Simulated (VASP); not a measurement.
Output of a VASP run:

File OUTCAR:
```
 ion  position               nearest neighbor table
   1  0.000  0.000  0.000-   2 1.51   2 1.51   2 1.51   2 1.51
   2  0.250  0.250  0.250-   1 1.51   1 1.51   1 1.51   1 1.51
  LATTYP: Found a face centered cubic cell.
 ALAT       =     3.4896256062
 Subroutine PRICEL returns:
 Original cell was already a primitive cell.
 Subroutine GETGRP returns: Found 48 space group operations
The static configuration has the point symmetry T_d .
 The point group associated with its full space group is O_h .
The dynamic configuration has the point symmetry T_d .
 Subroutine INISYM returns: Found 48 space group operations
 Subroutine IBZKPT returns following result:
 Found     84 irreducible k-points:

 Following reciprocal coordinates:
            Coordinates               Weight
  0.000000  0.000000  0.000000      1.000000
  0.076923  0.000000  0.000000      8.000000
  0.153846  0.000000  0.000000      8.000000
  0.230769  0.000000  0.000000      8.000000
  0.307692  0.000000  0.000000      8.000000
  0.384615  0.000000  0.000000      8.000000
  0.461538  0.000000  0.000000      8.000000
  0.076923  0.076923  0.000000      6.000000
  0.153846  0.076923  0.000000     24.000000
  0.230769  0.076923  0.000000     24.000000
  0.307692  0.076923  0.000000     24.000000
  0.384615  0.076923  0.000000     24.000000
  0.461538  0.076923  0.000000     24.000000
 -0.461538  0.076923  0.000000     24.000000
 -0.384615  0.076923  0.000000     24.000000
 -0.307692  0.076923  0.000000     24.000000
 -0.230769  0.076923  0.000000     24.000000
 -0.153846  0.076923  0.000000     24.000000
 -0.076923  0.076923  0.000000     12.000000
  0.153846  0.153846  0.000000      6.000000
  0.230769  0.153846  0.000000     24.000000
  0.307692  0.153846  0.000000     24.000000
  0.384615  0.153846  0.000000     24.000000
  0.461538  0.153846  0.000000     24.000000
 -0.461538  0.153846  0.000000     24.000000
 -0.384615  0.153846  0.000000     24.000000
 -0.307692  0.153846  0.000000     24.000000
 -0.230769  0.153846  0.000000     24.000000
 -0.153846  0.153846  0.000000     12.000000
  0.230769  0.230769  0.000000      6.000000
  0.307692  0.230769  0.000000     24.000000
  0.384615  0.230769  0.000000     24.000000
  0.461538  0.230769  0.000000     24.000000
 -0.461538  0.230769  0.000000     24.000000
 -0.384615  0.230769  0.000000     24.000000
 -0.307692  0.230769  0.000000     24.000000
 -0.230769  0.230769  0.000000     12.000000
  0.307692  0.307692  0.000000      6.000000
  0.384615  0.307692  0.000000     24.000000
  0.461538  0.307692  0.000000     24.000000
   k-points           NKPTS =     84   k-points in BZ     NKDIM =     84   number of bands    NBANDS=      8
   number of dos      NEDOS =    301   number of ions     NIONS =      2
   total plane-waves  NPLWV =   5832
   dimension x,y,z NGX =    18 NGY =   18 NGZ =   18
   dimension x,y,z NGXF=    36 NGYF=   36 NGZF=   36
   ions per type =               2
   PREC   = accura    normal or accurate (medium, high low for compatibility)
   ISTART =      0    job   : 0-new  1-cont  2-samecut
   ICHARG =      2    charge: 1-file 2-atom 10-const
   ISPIN  =      1    spin polarized calculation?
   LNONCOLLINEAR =      F non collinear calculations
   LSORBIT =      F    spin-orbit coupling
   INIWAV =      1    electr: 0-lowe 1-rand  2-diag
   ENCUT  =  520.0 eV  38.22 Ry    6.18 a.u.   4.59  4.59  4.59*2*pi/ulx,y,z
   NELM   =    100;   NELMIN=  2; NELMDL= -5     # of ELM steps
   EDIFF  = 0.1E-06   stopping-criterion for ELM
   LREAL  =      F    real-space projection
   NLSPLINE    = F    spline interpolate recip. space projectors
   LMAXMIX     =    2 max onsite mixed and CHGCAR
   VOSKOWN=      0    Vosko Wilk Nusair interpolation
   EDIFFG = 0.1E-05   stopping-criterion for IOM
   NSW    =      0    number of steps for IOM
   NBLOCK =      1;   KBLOCK =      1    inner block; outer block
...
```

### OSZICAR
```
       N       E                     dE             d eps       ncg     rms          rms(c)
DAV:   1     0.472531281475E+01    0.47253E+01   -0.52957E+03  1352   0.105E+03
DAV:   2    -0.193689498265E+02   -0.24094E+02   -0.22831E+02  2192   0.155E+02
DAV:   3    -0.195183754808E+02   -0.14943E+00   -0.14943E+00  1496   0.148E+01
DAV:   4    -0.195185892216E+02   -0.21374E-03   -0.21374E-03  2112   0.555E-01
DAV:   5    -0.195185892569E+02   -0.35285E-07   -0.35285E-07  1520   0.512E-03    0.553E+00
DAV:   6    -0.203731884886E+02   -0.85460E+00   -0.12628E+01  1584   0.538E+01    0.390E+00
DAV:   7    -0.203917648717E+02   -0.18576E-01   -0.21567E-02  1520   0.178E+00    0.376E+00
DAV:   8    -0.200967090642E+02    0.29506E+00   -0.12340E+00  1688   0.121E+01    0.142E+00
DAV:   9    -0.203876575340E+02   -0.29095E+00   -0.65638E-01  1608   0.113E+01    0.115E+00
DAV:  10    -0.204106872632E+02   -0.23030E-01   -0.41025E-03  1480   0.748E-01    0.101E+00
DAV:  11    -0.204229808468E+02   -0.12294E-01   -0.72410E-03  1544   0.134E+00    0.160E-01
DAV:  12    -0.204283778596E+02   -0.53970E-02   -0.31182E-03  1688   0.582E-01    0.425E-02
DAV:  13    -0.204283395125E+02    0.38347E-04   -0.13226E-04  1664   0.113E-01    0.546E-02
DAV:  14    -0.204284122180E+02   -0.72706E-04   -0.56464E-05  1768   0.117E-01    0.150E-02
DAV:  15    -0.204284315944E+02   -0.19376E-04   -0.24865E-05  1512   0.470E-02    0.297E-03
DAV:  16    -0.204284294972E+02    0.20972E-05   -0.66256E-07  1696   0.113E-02    0.275E-03
DAV:  17    -0.204284301190E+02   -0.62184E-06   -0.62101E-08  1056   0.340E-03    0.558E-04
DAV:  18    -0.204284300081E+02    0.11090E-06   -0.61096E-09   672   0.103E-03    0.114E-04
DAV:  19    -0.204284300747E+02   -0.66529E-07   -0.92705E-10   672   0.434E-04
   1 F= -.20428430E+02 E0= -.20428430E+02  d E =-.389455E-11
```

### OUTCAR
```
------------------------ aborting loop because EDIFF is reached ----------------------------------------
  FORCE on cell =-STRESS in cart. coord.  units (eV):
  Direction    XX          YY          ZZ          XY          YZ          ZX
  --------------------------------------------------------------------------------------
  Total        2.0259444      2.0259444      2.0259444      0.0000000      0.0000000     -0.0000000
  in kB      305.5354373    305.5354373    305.5354373      0.0000000      0.0000000     -0.0000000
  external PRESSURE =     305.5354373 kB  Pullay stress =       0.0000000 kB
  volume of cell :       10.62
      direct lattice vectors                 reciprocal lattice vectors
     0.000000000  1.744812803  1.744812803    -0.286563693  0.286563693  0.286563693
     1.744812803  0.000000000  1.744812803     0.286563693 -0.286563693  0.286563693
     1.744812803  1.744812803  0.000000000     0.286563693  0.286563693 -0.286563693
 POSITION                                       TOTAL-FORCE (eV/Angst)
 -----------------------------------------------------------------------------------
      0.00000      0.00000      0.00000        -0.000000      0.000000      0.000000
      0.87241      0.87241      0.87241         0.000000     -0.000000     -0.000000
 -----------------------------------------------------------------------------------
    total drift:                               -0.000000     -0.000000     -0.000000
  FREE ENERGIE OF THE ION-ELECTRON SYSTEM (eV)
  ---------------------------------------------------
  free  energy   TOTEN  =       -20.4284300747 eV

  energy  without entropy=      -20.4284300747  energy(sigma->0) =      -20.42843007
```
(Selected blocks of OUTCAR.)

**POSCAR**
```
C
1
    0.0000000000     1.7448128031     1.7448128031
    1.7448128031     0.0000000000     1.7448128031
    1.7448128031     1.7448128031     0.0000000000
C
2
Direct
  0.0000000000   0.0000000000   0.0000000000
  0.2500000000   0.2500000000   0.2500000000
```

### Question
Write an INCAR and KPOINTS that could have produced this output.

### Answer
Several could match; the one computed here: the input of the run itself, revTPSS meta-GGA, plane waves, VASP's PBE PAW potentials (set 64).

**KPOINTS**
```
Automatic mesh
0
Gamma
13 13 13
0 0 0
```

**INCAR**
```
# general
SYSTEM  = C
PREC    = Accurate
ENCUT   = 520
LREAL   = .FALSE.
LASPH   = .TRUE.

# electronic loop
EDIFF   = 1E-7
NELM    = 100
ALGO    = Normal
LMIXTAU = .TRUE.

# smearing
ISMEAR  = 0
SIGMA   = 0.05

# functional
METAGGA = RTPSS

# ions
ISIF    = 2

# output
LWAVE   = .FALSE.
LCHARG  = .FALSE.
```

POTCAR, in this order: C (PBE.64 set). Program: vasp_std.

The compound is C in the diamond structure. This cell is one point of a volume scan, at 0.94 of the reference volume.
